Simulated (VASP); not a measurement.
Here is the system:

```xyz
3
Lattice="2.1987 -3.8083 0.0000 2.1987 3.8083 0.0000 0.0000 0.0000 6.0170" Properties=species:S:1:pos:R:3 pbc="T T T"
Te     0.6115     1.0592     4.0113
Te     3.1744     0.0000     0.0000
Te     0.6115    -1.0592     2.0057
```

Method: rev-vdW-DF2, VASP's PBE PAW potentials (set 64) (plane waves; VASP). Run with 520 eV cut-off, 7×7×4 Γ-centred mesh, tetrahedra with Blöchl corrections, potentials Te.

Task: What does the run give for the energy per atom (σ→0)?

Result: 
- energy per atom (σ→0): -1.505 eV/atom

Total energies compare only between runs with the same potentials, cut-off and functional.

The compound is Te in the trig structure. It was relaxed first.
